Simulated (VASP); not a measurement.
Level of theory: AM05 GGA, VASP's PBE PAW potentials (set 64) (plane waves; VASP).

A VASP calculation is set up with these files.

### POSCAR
```
TiCo
1
    2.9300793703     0.0000000000    -0.0000000000
   -0.0000000000     2.9300793703     0.0000000000
   -0.0000000000     0.0000000000     2.9300793703
Ti Co
1 1
Direct
  0.0000000000   0.0000000000   0.0000000000
  0.5000000000   0.5000000000   0.5000000000
```

**KPOINTS**
```
Automatic mesh
0
Gamma
11 11 11
0 0 0
```

INCAR:
```
# general
SYSTEM  = TiCo
PREC    = Accurate
ENCUT   = 520
LREAL   = .False.
LASPH   = .True.

# electronic loop
EDIFF   = 1E-6
NELM    = 100
ALGO    = Normal
LMAXMIX = 4

# smearing
ISMEAR  = 1
SIGMA   = 0.1

# functional
GGA     = AM

# ions
IBRION  = 2
NSW     = 60
ISIF    = 3
EDIFFG  = -0.01

# output
LWAVE   = .False.
LCHARG  = .False.
```

POTCAR, in this order: Ti_sv Co (PBE.64 set). Program: vasp_std.

The resulting files:

OUTCAR:
```
 ion  position               nearest neighbor table
   1  0.000  0.000  0.000-   2 2.54   2 2.54   2 2.54   2 2.54   2 2.54   2 2.54   2 2.54   2 2.54
  LATTYP: Found a simple cubic cell.
 ALAT       =     2.9300793703
 Subroutine PRICEL returns:
 Original cell was already a primitive cell.
 Subroutine GETGRP returns: Found 48 space group operations
The static configuration has the point symmetry O_h .
The dynamic configuration has the point symmetry O_h .
 Subroutine INISYM returns: Found 48 space group operations
 Subroutine IBZKPT returns following result:
 Found     56 irreducible k-points:

 Following reciprocal coordinates:
            Coordinates               Weight
  0.000000  0.000000  0.000000      1.000000
  0.090909  0.000000  0.000000      6.000000
  0.181818  0.000000  0.000000      6.000000
  0.272727  0.000000  0.000000      6.000000
  0.363636  0.000000  0.000000      6.000000
  0.454545  0.000000  0.000000      6.000000
  0.090909  0.090909  0.000000     12.000000
  0.181818  0.090909  0.000000     24.000000
  0.272727  0.090909  0.000000     24.000000
  0.363636  0.090909  0.000000     24.000000
...
```

### OSZICAR
```
       N       E                     dE             d eps       ncg     rms          rms(c)
DAV:   1     0.152150461624E+03    0.15215E+03   -0.10667E+04  1568   0.192E+03
DAV:   2    -0.936511838526E+01   -0.16152E+03   -0.15885E+03  1592   0.414E+02
DAV:   3    -0.185967463416E+02   -0.92316E+01   -0.91543E+01  2508   0.109E+02
DAV:   4    -0.188694998862E+02   -0.27275E+00   -0.27092E+00  1892   0.154E+01
DAV:   5    -0.188825372393E+02   -0.13037E-01   -0.13037E-01  2314   0.295E+00    0.146E+01
DAV:   6    -0.173158896510E+02    0.15666E+01   -0.17287E+01  1682   0.639E+01    0.884E+00
DAV:   7    -0.184497636543E+02   -0.11339E+01   -0.26511E+01  2546   0.553E+01    0.195E+01
DAV:   8    -0.163984897292E+02    0.20513E+01   -0.13554E+01  2324   0.372E+01    0.168E+00
DAV:   9    -0.164180329684E+02   -0.19543E-01   -0.41369E-01  2354   0.671E+00    0.195E+00
DAV:  10    -0.164029511905E+02    0.15082E-01   -0.95588E-02  2288   0.391E+00    0.505E-01
DAV:  11    -0.164008774045E+02    0.20738E-02   -0.10515E-02  2088   0.119E+00    0.237E-01
DAV:  12    -0.164004609219E+02    0.41648E-03   -0.20584E-03  2468   0.421E-01    0.380E-02
DAV:  13    -0.164004457170E+02    0.15205E-04   -0.54270E-05  1724   0.825E-02    0.262E-02
DAV:  14    -0.164004420745E+02    0.36426E-05   -0.21421E-05  2234   0.442E-02    0.516E-03
DAV:  15    -0.164004418256E+02    0.24881E-06   -0.10651E-06   918   0.145E-02
   1 F= -.16400442E+02 E0= -.16400660E+02  d E =-.164004E+02
       N       E                     dE             d eps       ncg     rms          rms(c)
DAV:   1    -0.164013792020E+02   -0.93713E-03   -0.20328E-02  1658   0.228E+00    0.282E-01
DAV:   2    -0.164034085694E+02   -0.20294E-02   -0.25834E-02  2132   0.204E+00    0.609E-01
DAV:   3    -0.164004766345E+02    0.29319E-02   -0.19094E-02  2310   0.162E+00    0.969E-02
DAV:   4    -0.164004192278E+02    0.57407E-04   -0.36287E-04  1962   0.184E-01    0.434E-02
DAV:   5    -0.164004209117E+02   -0.16840E-05   -0.73741E-05  2224   0.605E-02    0.204E-02
DAV:   6    -0.164004298262E+02   -0.89145E-05   -0.15415E-05  2064   0.346E-02    0.206E-02
DAV:   7    -0.164004305249E+02   -0.69866E-06   -0.16031E-05  2308   0.396E-02    0.282E-03
DAV:   8    -0.164004306398E+02   -0.11487E-06   -0.44993E-07   796   0.740E-03
   2 F= -.16400431E+02 E0= -.16400653E+02  d E =0.111859E-04
       N       E                     dE             d eps       ncg     rms          rms(c)
DAV:   1    -0.164008410415E+02   -0.41052E-03   -0.83987E-03  1664   0.146E+00    0.181E-01
DAV:   2    -0.164016757330E+02   -0.83469E-03   -0.10730E-02  2146   0.131E+00    0.393E-01
DAV:   3    -0.164004705249E+02    0.12052E-02   -0.80490E-03  2324   0.104E+00    0.623E-02
DAV:   4    -0.164004467592E+02    0.23766E-04   -0.14574E-04  1948   0.117E-01    0.283E-02
DAV:   5    -0.164004467204E+02    0.38778E-07   -0.31810E-05  2226   0.396E-02    0.132E-02
DAV:   6    -0.164004495305E+02   -0.28101E-05   -0.59297E-06  1938   0.226E-02    0.137E-02
DAV:   7    -0.164004490490E+02    0.48153E-06   -0.71867E-06  2138   0.265E-02
   3 F= -.16400449E+02 E0= -.16400669E+02  d E =-.722336E-05
```

File OUTCAR:
```
------------------------ aborting loop because EDIFF is reached ----------------------------------------
  FORCE on cell =-STRESS in cart. coord.  units (eV):
  Direction    XX          YY          ZZ          XY          YZ          ZX
  --------------------------------------------------------------------------------------
  Total        0.0080311      0.0080311      0.0080311     -0.0000000     -0.0000000      0.0000000
  in kB        0.5118275      0.5118275      0.5118275     -0.0000000     -0.0000000      0.0000000
  external PRESSURE =       0.5118275 kB  Pullay stress =       0.0000000 kB
  volume of cell :       25.14
      direct lattice vectors                 reciprocal lattice vectors
     2.929456180  0.000000000 -0.000000000     0.341360286 -0.000000000  0.000000000
     0.000000000  2.929456180  0.000000000    -0.000000000  0.341360286 -0.000000000
    -0.000000000  0.000000000  2.929456180     0.000000000 -0.000000000  0.341360286
 POSITION                                       TOTAL-FORCE (eV/Angst)
 -----------------------------------------------------------------------------------
      0.00000      0.00000      0.00000        -0.000000     -0.000000      0.000000
      1.46473      1.46473      1.46473         0.000000      0.000000      0.000000
 -----------------------------------------------------------------------------------
    total drift:                                0.000000      0.000000     -0.000000
  FREE ENERGIE OF THE ION-ELECTRON SYSTEM (eV)
  ---------------------------------------------------
  free  energy   TOTEN  =       -16.4004490490 eV

  energy  without entropy=      -16.4011074690  energy(sigma->0) =      -16.40066852

 reached required accuracy - stopping structural energy minimisation
```
(Selected blocks of OUTCAR.)

File CONTCAR:
```
TiCo
   1.00000000000000
     2.9294561803053334    0.0000000000000000   -0.0000000000000000
     0.0000000000000000    2.9294561803053334    0.0000000000000000
    -0.0000000000000000    0.0000000000000000    2.9294561803053334
  Ti              Co
     1     1
Direct
     0.0000000000000000    0.0000000000000000    0.0000000000000000
     0.5000000000000000    0.5000000000000000    0.5000000000000000
```

The compound is TiCo in the CsCl type structure. This run relaxes it. Symmetry was kept, so distortions that lower it aren't found. The start is the result of an earlier pass. The run is not spin-polarised, so no magnetic state was tried. The electron count is odd and the run is not spin-polarised, which forces a metal.
